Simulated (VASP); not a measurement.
VASP ran on this input.

File POSCAR:
```
SrTe
1
    0.0000000000     3.4105946047     3.4105946047
    3.4105946047     0.0000000000     3.4105946047
    3.4105946047     3.4105946047     0.0000000000
Sr Te
1 1
Direct
  0.0000000000   0.0000000000   0.0000000000
  0.5000000000   0.5000000000   0.5000000000
```

### KPOINTS
```
Automatic mesh
0
Gamma
7 7 7
0 0 0
```

**INCAR**
```
! general
SYSTEM =SrTe
PREC   =Accurate
ENCUT  =520   ! plane-wave cut-off (eV)
LREAL  =.FALSE.   ! projection in real space or not
LASPH  =.TRUE.

! electronic loop
EDIFF  =1E-7   ! SCF stop (eV)
NELM   =100   ! most electronic steps
ALGO   =Normal   ! blocked Davidson
LMAXMIX=4

! smearing
ISMEAR =0   ! Gaussian
SIGMA  =0.05   ! width (eV)

! functional
GGA    =RP   ! RPBE

! ions
ISIF   =2

! output
LWAVE  =.FALSE.
LCHARG =.FALSE.
```

POTCAR, in this order: Sr_sv Te (PBE.64 set). Program: vasp_std.

### Question
Write an equivalent input for Ansatz.

### Answer
One equivalent input (not run):
Ansatz 0.2 input:
```yaml
crystal:
  lattice:
    - [0.0000000, 3.4105946, 3.4105946]
    - [3.4105946, 0.0000000, 3.4105946]
    - [3.4105946, 3.4105946, 0.0000000]
  atoms:
    - { symbol: Sr, position: [0.0000000, 0.0000000, 0.0000000] }
    - { symbol: Te, position: [0.5000000, 0.5000000, 0.5000000] }
kpoints:
  mp_grid: { grid: [7, 7, 7] }
hamiltonian:
  xc: rpbe
  pseudopotentials: { kind: paw }
scf:
  occupations: { method: gaussian, width: 0.05 }
  max_iter: 100
output: { forces: true, stress: true, eigenvalues: true }
```
Limits of the translation: each code has its own PAW files, so the cut-off isn't converted (ENCUT is set for VASP's; basis.ecutwfc is left out, and Ansatz then takes the one that its files recommend); Ansatz stops its SCF on the density residual and VASP on the energy change (EDIFF).

The compound is SrTe in the rock salt structure. It was relaxed first, which changed the volume by +7 %.
